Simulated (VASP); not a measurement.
## Mesh, vacuum, cutoff and functional for Na(111)

How far does the level below the vacuum of Na(111) depend on the numerical settings, and how far on the functional?

Main program and level: VASP 6.6.1; PBE; plane waves and PAW (Na), in the first sound run; inputs show where later runs differ.

This is a report of a sequence of runs, with most program output left out.

### 1. The structure

The cell holds 11 atoms: 11 Na. Its edges and angles: a = 5.982 Å, b = 5.982 Å, c = 30.211 Å, α = 90.0°, β = 90.0°, γ = 60.0°. Vacuum lies along c.

### 2. The base run

The base run sets the number that all others are held against.

INCAR

```
SYSTEM = Na
PREC = Normal
ENCUT = 350
EDIFF = 1E-06
NELM = 120
ISMEAR = 1
SIGMA = 0.1
LREAL = .FALSE.
ALGO = Normal
GGA = PE
NBANDS = 16
LORBIT = 11
LWAVE = .FALSE.
LCHARG = .FALSE.
KPAR = 4
IDIPOL = 3
LDIPOL = .TRUE.
DIPOL = 0.5 0.5 0.5
LVHAR = .TRUE.
LVACPOTAV = .TRUE.
NEDOS = 1500
```

POSCAR

```
Na
1.0
    5.9821233688      0.0000000000      0.0000000000
    2.9910616844      5.1806708060      0.0000000000
    0.0000000000      0.0000000000     30.2109581934
Na
11
Direct
    0.6666666667      0.6666666667      0.2979051489
    0.0000000000      0.0000000000      0.3383241191
    0.3333333333      0.3333333333      0.3787430894
    0.6666666667      0.6666666667      0.4191620596
    0.0000000000      0.0000000000      0.4595810298
    0.3333333333      0.3333333333      0.5000000000
    0.6666666667      0.6666666667      0.5404189702
    0.0000000000      0.0000000000      0.5808379404
    0.3333333333      0.3333333333      0.6212569106
    0.6666666667      0.6666666667      0.6616758809
    0.0000000000      0.0000000000      0.7020948511
```

KPOINTS

```
Automatic mesh
0
Gamma
6 6 1
0 0 0
```

Potentials, in the order of the species: Na (PBE family, release 64).

Started as:

```bash
mpirun -np 4 vasp_std
```

Elapsed: 28 s, on 4 MPI ranks of Intel Xeon Platinum 8259CL at 2.50GHz (Skylake/Cascade Lake), shared host; peak memory 1.3 GiB.

This run has no spin polarisation. Its electron count is odd, so without a moment it is a metal by construction. The data set Na keeps the semicore shell frozen, which is cheaper and a little less accurate.

Numbers from this step:

- electronic cycles: 21
- electrons: 11
- free energy (TOTEN): -13.35 eV
- energy at zero smearing: -13.36 eV
- Fermi energy: -1.065 eV
- labelled metallic, from the levels on this mesh: yes
- dipole moment: 0, 0, 0 e·Å
- vacuum levels: 1.404, 1.404 eV
- work functions of the upper and lower face: 2.469, 2.469 eV
- highest filled level below the vacuum: 2.469 eV

The planar average of the electrostatic potential oscillates, so the rows of the table below give means over windows of 1.19 Å about each position, cut where the curve ends. Its maxima inside the range that stand out by 2 % of the span (Å: eV): 9.6: -0.437, 10.8: -0.385, 12.1: -0.378, 13.3: -0.339, 14.5: -0.370, 15.8: -0.370, 16.9: -0.339, 18.1: -0.378, 19.4: -0.385, 20.6: -0.437. Its minima: 9.1: -0.743, 10.2: -0.877, 11.4: -0.848, 12.6: -0.821, 13.9: -0.812, 15.1: -0.850, 16.3: -0.812, 17.6: -0.821, 18.8: -0.848, 20.0: -0.877, 21.1: -0.743.

Zero at the Fermi level. Planar average of the electrostatic potential against height; means over each step:

height (Å), planar average of the electrostatic potential (eV) and a bar from the least value:
```
     0.59       2.47 ##############################
     1.78       2.47 ##############################
     2.97       2.47 ##############################
     4.17       2.47 ##############################
     5.35       2.46 ##############################
     6.54       2.38 #############################
     7.73       1.85 ########################
     8.93      -0.27 ####
    10.12      -0.64 
    11.30      -0.60 
    12.49      -0.59 #
    13.69      -0.57 #
    14.88      -0.60 
    16.06      -0.58 #
    17.25      -0.57 #
    18.44      -0.60 
    19.63      -0.61 
    20.82      -0.57 #
    22.01       1.11 #################
    23.20       2.28 ############################
    24.39       2.45 ##############################
    25.58       2.47 ##############################
    26.77       2.47 ##############################
    27.96       2.47 ##############################
    29.15       2.47 ##############################
```

Density of states in the PAW spheres, an atom over height of the layer and energy from the Fermi level.

Values in states/eV, 22 rows by 11 columns, each cell a mean:
```
0.069 0.070 0.060 0.052 0.039 0.034 0.039 0.052 0.060 0.070 0.069
0.091 0.077 0.072 0.076 0.087 0.092 0.087 0.076 0.072 0.077 0.091
0.050 0.036 0.030 0.035 0.035 0.036 0.035 0.035 0.030 0.036 0.050
0.076 0.072 0.062 0.051 0.053 0.038 0.053 0.051 0.062 0.072 0.076
0.038 0.043 0.042 0.048 0.055 0.067 0.055 0.048 0.042 0.043 0.038
0.046 0.055 0.043 0.038 0.035 0.039 0.035 0.038 0.043 0.055 0.046
0.025 0.035 0.037 0.039 0.039 0.039 0.039 0.039 0.037 0.035 0.025
0.016 0.027 0.032 0.031 0.024 0.020 0.024 0.031 0.032 0.027 0.016
0.009 0.017 0.023 0.028 0.029 0.028 0.029 0.028 0.023 0.017 0.009
0.002 0.004 0.007 0.010 0.012 0.013 0.012 0.010 0.007 0.004 0.002
0.000 0.000 0.000 0.000 0.000 0.000 0.000 0.000 0.000 0.000 0.000
0.000 0.000 0.000 0.000 0.000 0.000 0.000 0.000 0.000 0.000 0.000
0.000 0.000 0.000 0.000 0.000 0.000 0.000 0.000 0.000 0.000 0.000
0.000 0.000 0.000 0.000 0.000 0.000 0.000 0.000 0.000 0.000 0.000
0.000 0.000 0.000 0.000 0.000 0.000 0.000 0.000 0.000 0.000 0.000
0.000 0.000 0.000 0.000 0.000 0.000 0.000 0.000 0.000 0.000 0.000
0.000 0.000 0.000 0.000 0.000 0.000 0.000 0.000 0.000 0.000 0.000
0.000 0.000 0.000 0.000 0.000 0.000 0.000 0.000 0.000 0.000 0.000
0.000 0.000 0.000 0.000 0.000 0.000 0.000 0.000 0.000 0.000 0.000
0.000 0.000 0.000 0.000 0.000 0.000 0.000 0.000 0.000 0.000 0.000
0.000 0.000 0.000 0.000 0.000 0.000 0.000 0.000 0.000 0.000 0.000
0.000 0.000 0.000 0.000 0.000 0.000 0.000 0.000 0.000 0.000 0.000
```
Columns: height of the layer (Å) from 9 to 21.2; rows upwards: energy from the Fermi level (eV) from -7.9 to 0.5.

Force by atom:

```tsv
atom	x (eV/Å)	y (eV/Å)	z (eV/Å)	size
Na1	0.0000	0.0000	0.0994	0.0994
Na2	0.0000	0.0000	0.0657	0.0657
Na3	0.0000	0.0000	-0.0592	0.0592
Na4	0.0000	0.0000	-0.0289	0.0289
Na5	0.0000	0.0000	-0.0009	0.0009
Na6	0.0000	0.0000	0.0000	0.0000
Na7	0.0000	0.0000	0.0009	0.0009
Na8	0.0000	0.0000	0.0289	0.0289
Na9	0.0000	0.0000	0.0592	0.0592
Na10	0.0000	0.0000	-0.0657	0.0657
Na11	0.0000	0.0000	-0.0994	0.0994
```

The highest filled level lies 2.47 eV below the vacuum at the upper face.

Only the dipole across the slab is computed (IDIPOL = 3); zeros along the plane are no results.

The map of layer states is cut here 0.5 eV above the Fermi level, so it leaves out the states above that.

### 3. Another mesh, mesh points along a 3, k-mesh 3×3×1

The mesh decides how well the Fermi level or the band edge is found.

Changes to INCAR since step 2:

```diff
@@ -14,3 +14,3 @@
 LCHARG = .FALSE.
-KPAR = 4
+NCORE = 4
 IDIPOL = 3
@@ -20,2 +20 @@
 LVACPOTAV = .TRUE.
-NEDOS = 1500
```

POSCAR is that of step 2.

KPOINTS

```
Automatic mesh
0
Gamma
3 3 1
0 0 0
```

Started as:

```bash
mpirun -np 4 vasp_std
```

Elapsed: 11 s, on 4 MPI ranks; peak memory 0.68 GiB; 36 s of CPU time.

Numbers from this step:

```
electronic cycles                          : 22
free energy (TOTEN)                        : -13.39 eV
energy at zero smearing                    : -13.38 eV
Fermi energy                               : -1.277 eV
vacuum levels                              : 1.428, 1.428 eV
work functions of the upper and lower face : 2.705, 2.705 eV
highest filled level below the vacuum      : 2.705 eV
```

Force by atom:

```tsv
atom	x (eV/Å)	y (eV/Å)	z (eV/Å)	size
Na1	0.0000	0.0000	0.0629	0.0629
Na2	0.0000	0.0000	0.0758	0.0758
Na3	0.0000	0.0000	0.0063	0.0063
Na4	0.0000	0.0000	-0.0204	0.0204
Na5	0.0000	0.0000	-0.0449	0.0449
Na6	0.0000	0.0000	0.0000	0.0000
Na7	0.0000	0.0000	0.0449	0.0449
Na8	0.0000	0.0000	0.0204	0.0204
Na9	0.0000	0.0000	-0.0063	0.0063
Na10	0.0000	0.0000	-0.0758	0.0758
Na11	0.0000	0.0000	-0.0629	0.0629
```

Against the base run its depth below the vacuum changes by +0.24 eV and the energy by -2.2 meV an atom.

### 4. Another mesh, mesh points along a 3, k-mesh 3×3×1 (run 2)

INCAR is that of step 3.

POSCAR is that of step 3.

KPOINTS is that of step 3.

Started as:

```bash
mpirun -np 4 vasp_std
```

Wall time 11 s (4 MPI ranks); peak memory 0.68 GiB; 36 s of CPU time.

Against the base run its depth below the vacuum changes by +0.24 eV and the energy by -2.2 meV an atom.

### 5. Another mesh, mesh points along a 9, k-mesh 9×9×1

Changes to INCAR since step 4:

```diff
@@ -14,3 +14,3 @@
 LCHARG = .FALSE.
-NCORE = 4
+KPAR = 4
 IDIPOL = 3
```

POSCAR is that of step 4.

KPOINTS

```
Automatic mesh
0
Gamma
9 9 1
0 0 0
```

Started as:

```bash
mpirun -np 4 vasp_std
```

The job ended after 35 s (4 MPI ranks; peak memory 1.4 GiB; 2.2 min of CPU time).

Against the base run its depth below the vacuum changes by +0.10 eV and the energy by -1.9 meV an atom.

### 6. Comparing the runs

Times are for 4 MPI ranks of Intel Xeon Platinum 8259CL at 2.50GHz (Skylake/Cascade Lake), shared host. The series side by side:

```tsv
no.	mesh points along a	highest filled level below the vacuum (eV)	energy at zero smearing (eV)	time	memory (GiB)
1	3	2.705	-13.38	11 s	0.68
2	3	2.705	-13.38	11 s	0.68
3	9	2.565	-13.38	35 s	1.4
```

### 7. Another vacuum, vacuum width 5

Too little vacuum lets the faces of neighbouring images overlap, and too much only costs plane waves.

INCAR is that of step 5.

POSCAR

```
Na
1.0
    5.9821233688      0.0000000000      0.0000000000
    2.9910616844      5.1806708060      0.0000000000
    0.0000000000      0.0000000000     17.2109581934
Na
11
Direct
    0.6666666667      0.6666666667      0.1452562938
    0.0000000000      0.0000000000      0.2162050350
    0.3333333333      0.3333333333      0.2871537763
    0.6666666667      0.6666666667      0.3581025175
    0.0000000000      0.0000000000      0.4290512588
    0.3333333333      0.3333333333      0.5000000000
    0.6666666667      0.6666666667      0.5709487412
    0.0000000000      0.0000000000      0.6418974825
    0.3333333333      0.3333333333      0.7128462237
    0.6666666667      0.6666666667      0.7837949650
    0.0000000000      0.0000000000      0.8547437062
```

KPOINTS

```
Automatic mesh
0
Gamma
6 6 1
0 0 0
```

Started as:

```bash
mpirun -np 4 vasp_std
```

Run time: 12 s. Hardware: 4 MPI ranks; peak memory 0.94 GiB; 40 s of CPU time.

Numbers from this step:

* electronic cycles: 15
* free energy (TOTEN): -13.35 eV
* energy at zero smearing: -13.36 eV
* Fermi energy: -0.1435 eV

Force by atom:

```tsv
atom	x (eV/Å)	y (eV/Å)	z (eV/Å)	size
Na1	0.0000	0.0000	0.0077	0.0077
Na2	0.0000	0.0000	0.0506	0.0506
Na3	0.0000	0.0000	-0.0369	0.0369
Na4	0.0000	0.0000	-0.0280	0.0280
Na5	0.0000	0.0000	-0.0192	0.0192
Na6	0.0000	0.0000	0.0000	0.0000
Na7	0.0000	0.0000	0.0192	0.0192
Na8	0.0000	0.0000	0.0280	0.0280
Na9	0.0000	0.0000	0.0369	0.0369
Na10	0.0000	0.0000	-0.0506	0.0506
Na11	0.0000	0.0000	-0.0077	0.0077
```

The program found no flat vacuum in this gap and printed no vacuum level, so no level below the vacuum can be given.

### 8. Another vacuum, vacuum width 8

INCAR is that of step 7.

POSCAR

```
Na
1.0
    5.9821233688      0.0000000000      0.0000000000
    2.9910616844      5.1806708060      0.0000000000
    0.0000000000      0.0000000000     20.2109581934
Na
11
Direct
    0.6666666667      0.6666666667      0.1979124375
    0.0000000000      0.0000000000      0.2583299500
    0.3333333333      0.3333333333      0.3187474625
    0.6666666667      0.6666666667      0.3791649750
    0.0000000000      0.0000000000      0.4395824875
    0.3333333333      0.3333333333      0.5000000000
    0.6666666667      0.6666666667      0.5604175125
    0.0000000000      0.0000000000      0.6208350250
    0.3333333333      0.3333333333      0.6812525375
    0.6666666667      0.6666666667      0.7416700500
    0.0000000000      0.0000000000      0.8020875625
```

KPOINTS is that of step 7.

Started as:

```bash
mpirun -np 4 vasp_std
```

Elapsed: 14 s, on 4 MPI ranks; peak memory 1 GiB; 50 s of CPU time.

The program found no flat vacuum in this gap and printed no vacuum level, so no level below the vacuum can be given.

### 9. Another vacuum, vacuum width 24

INCAR is that of step 8.

POSCAR

```
Na
1.0
    5.9821233688      0.0000000000      0.0000000000
    2.9910616844      5.1806708060      0.0000000000
    0.0000000000      0.0000000000     36.2109581934
Na
11
Direct
    0.6666666667      0.6666666667      0.3313913964
    0.0000000000      0.0000000000      0.3651131171
    0.3333333333      0.3333333333      0.3988348378
    0.6666666667      0.6666666667      0.4325565586
    0.0000000000      0.0000000000      0.4662782793
    0.3333333333      0.3333333333      0.5000000000
    0.6666666667      0.6666666667      0.5337217207
    0.0000000000      0.0000000000      0.5674434414
    0.3333333333      0.3333333333      0.6011651622
    0.6666666667      0.6666666667      0.6348868829
    0.0000000000      0.0000000000      0.6686086036
```

KPOINTS is that of step 8.

Started as:

```bash
mpirun -np 4 vasp_std
```

The job ended after 31 s (4 MPI ranks; peak memory 1.6 GiB; 1.9 min of CPU time).

Against the base run its depth below the vacuum changes by +0.00 eV and the energy by +0.0 meV an atom.

### 10. Side by side

Times are for 4 MPI ranks of Intel Xeon Platinum 8259CL at 2.50GHz (Skylake/Cascade Lake), shared host. The runs compared:

```tsv
no.	vacuum width	electronic cycles	free energy (TOTEN) (eV)	time	memory (GiB)
1	5	15	-13.35	12 s	0.94
2	8	16	-13.34	14 s	1.0
3	24	21	-13.35	31 s	1.6
```

### 11. A lower cutoff, ENCUT 210

A lower cutoff is cheaper, and the test is whether a potential difference survives it better than the total energy.

Changes to INCAR since step 9:

```diff
@@ -2,3 +2,3 @@
 PREC = Normal
-ENCUT = 350
+ENCUT = 210
 EDIFF = 1E-06
```

POSCAR

```
Na
1.0
    5.9821233688      0.0000000000      0.0000000000
    2.9910616844      5.1806708060      0.0000000000
    0.0000000000      0.0000000000     30.2109581934
Na
11
Direct
    0.6666666667      0.6666666667      0.2979051489
    0.0000000000      0.0000000000      0.3383241191
    0.3333333333      0.3333333333      0.3787430894
    0.6666666667      0.6666666667      0.4191620596
    0.0000000000      0.0000000000      0.4595810298
    0.3333333333      0.3333333333      0.5000000000
    0.6666666667      0.6666666667      0.5404189702
    0.0000000000      0.0000000000      0.5808379404
    0.3333333333      0.3333333333      0.6212569106
    0.6666666667      0.6666666667      0.6616758809
    0.0000000000      0.0000000000      0.7020948511
```

KPOINTS is that of step 9.

Started as:

```bash
mpirun -np 4 vasp_std
```

Run time: 13 s. Hardware: 4 MPI ranks; peak memory 0.89 GiB.

Numbers from this step:

```
energy at zero smearing                    : -13.35 eV
Fermi energy                               : -1.065 eV
vacuum levels                              : 1.404, 1.404 eV
work functions of the upper and lower face : 2.469, 2.469 eV
highest filled level below the vacuum      : 2.469 eV
```

Against the base run its depth below the vacuum changes by +0.00 eV and the energy by +0.0 meV an atom.

### 12. A lower cutoff, ENCUT 280

Changes to INCAR since step 11:

```diff
@@ -2,3 +2,3 @@
 PREC = Normal
-ENCUT = 210
+ENCUT = 280
 EDIFF = 1E-06
```

POSCAR is that of step 11.

KPOINTS is that of step 11.

Started as:

```bash
mpirun -np 4 vasp_std
```

It took 13 s on 4 MPI ranks; peak memory 1.1 GiB.

This step gave:

```
electronic cycles                          : 17
Fermi energy                               : -1.067 eV
vacuum levels                              : 1.399, 1.399 eV
work functions of the upper and lower face : 2.466, 2.466 eV
highest filled level below the vacuum      : 2.466 eV
```

Against the base run its depth below the vacuum changes by -0.00 eV and the energy by +0.0 meV an atom.

### 13. Another smearing width, SIGMA 0.02

The width trades sharpness at the Fermi level against the mesh needed.

Changes to INCAR since step 12:

```diff
@@ -2,3 +2,3 @@
 PREC = Normal
-ENCUT = 280
+ENCUT = 350
 EDIFF = 1E-06
@@ -6,3 +6,3 @@
 ISMEAR = 1
-SIGMA = 0.1
+SIGMA = 0.02
 LREAL = .FALSE.
```

POSCAR is that of step 12.

KPOINTS is that of step 12.

Started as:

```bash
mpirun -np 4 vasp_std
```

The job ended after 26 s (4 MPI ranks; peak memory 1.3 GiB; 97 s of CPU time).

Numbers from this step:

```
electronic cycles                          : 21
Fermi energy                               : -1.057 eV
vacuum levels                              : 1.41, 1.41 eV
work functions of the upper and lower face : 2.467, 2.467 eV
highest filled level below the vacuum      : 2.467 eV
```

Against the base run its depth below the vacuum changes by -0.00 eV and the energy by +0.5 meV an atom.

### 14. Another smearing width, SIGMA 0.4

Changes to INCAR since step 13:

```diff
@@ -6,3 +6,3 @@
 ISMEAR = 1
-SIGMA = 0.02
+SIGMA = 0.4
 LREAL = .FALSE.
```

POSCAR is that of step 13.

KPOINTS is that of step 13.

Started as:

```bash
mpirun -np 4 vasp_std
```

It took 26 s on 4 MPI ranks; peak memory 1.3 GiB; 98 s of CPU time.

This step gave:

```yaml
free_energy_toten: -13.36 eV
fermi_energy: -1.134 eV
vacuum_levels: 1.422, 1.422 eV
work_functions_of_the_upper_and_lower_face: 2.556, 2.556 eV
highest_filled_level_below_the_vacuum: 2.556 eV
```

Against the base run its depth below the vacuum changes by +0.09 eV and the energy by +0.5 meV an atom.

### 15. Cost and result by level

Times are for 4 MPI ranks of Intel Xeon Platinum 8259CL at 2.50GHz (Skylake/Cascade Lake), shared host. Results by setting:

```tsv
no.	run	electronic cycles	cutoff used less the lowest (eV)	highest filled level below the vacuum (eV)	time	memory (GiB)
1	base run	21	140	2.469	28 s	1.3
2	series over the cutoff	21	0	2.469	13 s	0.89
3	series over the cutoff	17	70	2.466	13 s	1.1
4	series over the smearing	21	140	2.467	26 s	1.3
5	series over the smearing	21	140	2.556	26 s	1.3
```

### 16. Another level, functional LDA, disp none

This step: LDA; plane waves and PAW (Na) (VASP 6.6.1).

Beside the numerical settings stands the choice of exchange and correlation.

Changes to INCAR since step 14:

```diff
@@ -6,6 +6,6 @@
 ISMEAR = 1
-SIGMA = 0.4
+SIGMA = 0.1
 LREAL = .FALSE.
 ALGO = Normal
-GGA = PE
+GGA = CA
 NBANDS = 16
```

POSCAR is that of step 14.

KPOINTS is that of step 14.

Started as:

```bash
mpirun -np 4 vasp_std
```

The job ended after 20 s (4 MPI ranks; peak memory 1.1 GiB).

(Part 1 of 2 ends here.)

[Lines on the potential files, build, host, timing and source positions are cut from VASP's logs without a mark.]

[Logs are printed without paths, hosts, clocks, repeated set-up lines and the standing remarks that a program may print on its own settings, such as how far it seeks lower states.]

[Hosts, paths, dates, database ids (printed as entryN), source tags and the programs' standing remarks are cut or masked in the printed files.]

[In band tables of VASP the shares of atoms and orbitals are scaled to a sum of 1 inside the atoms' spheres.]

[Runs that stopped without an error message from VASP are left out.]
